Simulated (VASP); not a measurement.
Output of a VASP run:

OUTCAR:
```
 ion  position               nearest neighbor table
   1  0.000  0.000  0.000-
  LATTYP: Found a face centered cubic cell.
 ALAT       =     3.6396502176
 Subroutine PRICEL returns:
 Original cell was already a primitive cell.
 Subroutine GETGRP returns: Found 48 space group operations
The static configuration has the point symmetry O_h .
The dynamic configuration has the point symmetry O_h .
 Subroutine INISYM returns: Found 48 space group operations
 Subroutine IBZKPT returns following result:
 Found    165 irreducible k-points:

 Following reciprocal coordinates:
            Coordinates               Weight
  0.000000  0.000000  0.000000      1.000000
  0.058824  0.000000  0.000000      8.000000
  0.117647  0.000000  0.000000      8.000000
  0.176471  0.000000  0.000000      8.000000
  0.235294  0.000000  0.000000      8.000000
  0.294118  0.000000  0.000000      8.000000
  0.352941  0.000000  0.000000      8.000000
  0.411765  0.000000  0.000000      8.000000
  0.470588  0.000000  0.000000      8.000000
  0.058824  0.058824  0.000000      6.000000
  0.117647  0.058824  0.000000     24.000000
  0.176471  0.058824  0.000000     24.000000
  0.235294  0.058824  0.000000     24.000000
  0.294118  0.058824  0.000000     24.000000
  0.352941  0.058824  0.000000     24.000000
  0.411765  0.058824  0.000000     24.000000
  0.470588  0.058824  0.000000     24.000000
 -0.470588  0.058824  0.000000     24.000000
 -0.411765  0.058824  0.000000     24.000000
 -0.352941  0.058824  0.000000     24.000000
 -0.294118  0.058824  0.000000     24.000000
 -0.235294  0.058824  0.000000     24.000000
 -0.176471  0.058824  0.000000     24.000000
 -0.117647  0.058824  0.000000     24.000000
 -0.058824  0.058824  0.000000     12.000000
  0.117647  0.117647  0.000000      6.000000
  0.176471  0.117647  0.000000     24.000000
  0.235294  0.117647  0.000000     24.000000
  0.294118  0.117647  0.000000     24.000000
  0.352941  0.117647  0.000000     24.000000
  0.411765  0.117647  0.000000     24.000000
  0.470588  0.117647  0.000000     24.000000
 -0.470588  0.117647  0.000000     24.000000
 -0.411765  0.117647  0.000000     24.000000
 -0.352941  0.117647  0.000000     24.000000
 -0.294118  0.117647  0.000000     24.000000
 -0.235294  0.117647  0.000000     24.000000
 -0.176471  0.117647  0.000000     24.000000
 -0.117647  0.117647  0.000000     12.000000
  0.176471  0.176471  0.000000      6.000000
   k-points           NKPTS =    165   k-points in BZ     NKDIM =    165   number of bands    NBANDS=      9
   number of dos      NEDOS =    301   number of ions     NIONS =      1
   total plane-waves  NPLWV =   8000
   dimension x,y,z NGX =    20 NGY =   20 NGZ =   20
   dimension x,y,z NGXF=    40 NGYF=   40 NGZF=   40
   ions per type =               1
   PREC   = accura    normal or accurate (medium, high low for compatibility)
   ISTART =      0    job   : 0-new  1-cont  2-samecut
   ICHARG =      2    charge: 1-file 2-atom 10-const
   ISPIN  =      1    spin polarized calculation?
   LNONCOLLINEAR =      F non collinear calculations
   LSORBIT =      F    spin-orbit coupling
   INIWAV =      1    electr: 0-lowe 1-rand  2-diag
   ENCUT  =  520.0 eV  38.22 Ry    6.18 a.u.   4.79  4.79  4.79*2*pi/ulx,y,z
   NELM   =    100;   NELMIN=  2; NELMDL= -5     # of ELM steps
   EDIFF  = 0.1E-06   stopping-criterion for ELM
   LREAL  =      F    real-space projection
   NLSPLINE    = F    spline interpolate recip. space projectors
   LMAXMIX     =    4 max onsite mixed and CHGCAR
   VOSKOWN=      0    Vosko Wilk Nusair interpolation
   EDIFFG = 0.1E-05   stopping-criterion for IOM
   NSW    =      0    number of steps for IOM
   NBLOCK =      1;   KBLOCK =      1    inner block; outer block
   IBRION =     -1    ionic relax: 0-MD 1-quasi-New 2-CG
   NFREE  =      0    steps in history (QN), initial steepest desc. (CG)
...
```

### OSZICAR
```
       N       E                     dE             d eps       ncg     rms          rms(c)
DAV:   1     0.347355331940E+02    0.34736E+02   -0.56663E+03  3067   0.203E+03
DAV:   2    -0.490565858481E+01   -0.39641E+02   -0.37579E+02  2986   0.194E+02
DAV:   3    -0.536110319008E+01   -0.45544E+00   -0.45420E+00  3579   0.300E+01
DAV:   4    -0.536424000104E+01   -0.31368E-02   -0.31365E-02  3585   0.222E+00
DAV:   5    -0.536427576863E+01   -0.35768E-04   -0.35767E-04  3601   0.189E-01    0.836E+00
DAV:   6    -0.477424998479E+01    0.59003E+00   -0.21137E+01  3120   0.106E+02    0.453E+00
DAV:   7    -0.430096434483E+01    0.47329E+00   -0.33291E+00  3173   0.421E+01    0.540E-01
DAV:   8    -0.429002444844E+01    0.10940E-01   -0.72109E-03  3596   0.182E+00    0.336E-01
DAV:   9    -0.428798056036E+01    0.20439E-02   -0.13351E-02  3220   0.244E+00    0.222E-02
DAV:  10    -0.428798784349E+01   -0.72831E-05   -0.29210E-05  4380   0.102E-01    0.823E-03
DAV:  11    -0.428798879169E+01   -0.94819E-06   -0.11164E-06  3241   0.247E-02    0.638E-04
DAV:  12    -0.428798876906E+01    0.22626E-07   -0.29561E-08  1980   0.349E-03
   1 F= -.42879888E+01 E0= -.42880691E+01  d E =0.240934E-03
```

### OUTCAR
```
------------------------ aborting loop because EDIFF is reached ----------------------------------------
  FORCE on cell =-STRESS in cart. coord.  units (eV):
  Direction    XX          YY          ZZ          XY          YZ          ZX
  --------------------------------------------------------------------------------------
  Total       -0.6501630     -0.6501630     -0.6501630      0.0000000      0.0000000     -0.0000000
  in kB      -86.4199199    -86.4199199    -86.4199199      0.0000000      0.0000000     -0.0000000
  external PRESSURE =     -86.4199199 kB  Pullay stress =       0.0000000 kB
  volume of cell :       12.05
      direct lattice vectors                 reciprocal lattice vectors
     0.000000000  1.819825109  1.819825109    -0.274751677  0.274751677  0.274751677
     1.819825109  0.000000000  1.819825109     0.274751677 -0.274751677  0.274751677
     1.819825109  1.819825109  0.000000000     0.274751677  0.274751677 -0.274751677
 POSITION                                       TOTAL-FORCE (eV/Angst)
 -----------------------------------------------------------------------------------
      0.00000      0.00000      0.00000         0.000000     -0.000000      0.000000
 -----------------------------------------------------------------------------------
    total drift:                               -0.000000     -0.000000     -0.000000
  FREE ENERGIE OF THE ION-ELECTRON SYSTEM (eV)
  ---------------------------------------------------
  free  energy   TOTEN  =        -4.2879887691 eV

  energy  without entropy=       -4.2882297036  energy(sigma->0) =       -4.28806908
```
(Selected blocks of OUTCAR.)

**POSCAR**
```
Cu
1
    0.0000000000     1.8198251088     1.8198251088
    1.8198251088     0.0000000000     1.8198251088
    1.8198251088     1.8198251088     0.0000000000
Cu
1
Direct
  0.0000000000   0.0000000000   0.0000000000
```

Question: Reconstruct the remaining input files.

Answer: This is not unique; one that fits is the input of the run itself, PBEsol GGA, plane waves, VASP's PBE PAW potentials (set 64).

KPOINTS:
```
K-points
0
G
17 17 17
```

### INCAR
```
SYSTEM=Cu
PREC=Accurate; ENCUT=520; LREAL=F
LASPH=T
EDIFF=1E-7; NELM=100; ALGO=Normal
LMAXMIX=4
ISMEAR=1; SIGMA=0.1
GGA=PS
ISIF=2
LWAVE=F; LCHARG=F
```

POTCAR, in this order: Cu (PBE.64 set). Program: vasp_std.

The compound is Cu in the fcc structure. This cell is one point of a volume scan, at 1.06 of the reference volume.
